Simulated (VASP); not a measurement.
Data:

```
CELL_PARAMETERS angstrom
      0.00000     2.93340     2.93340
      2.93340     0.00000     2.93340
      2.93340     2.93340     0.00000
ATOMIC_POSITIONS crystal
  In 0.00000 0.00000 0.00000
  P  0.25000 0.25000 0.25000
```

These are rev-vdW-DF2, VASP's PBE PAW potentials (set 64) (plane waves; VASP) values and carry that method's errors. Run with 520 eV cut-off, 8×8×8 Γ-centred mesh, Gaussian smearing of 0.050 eV, potentials In_d P.

Give the stress tensor in GPa (positive for a compressed cell).

```
2.02  0.00  0.00
0.00  2.02  0.00
0.00  0.00  2.02
```
The pressure is its mean diagonal, 2.02 GPa.

The compound is InP in the zinc blende structure. This cell is one point of a volume scan, at 0.97 of the reference volume.
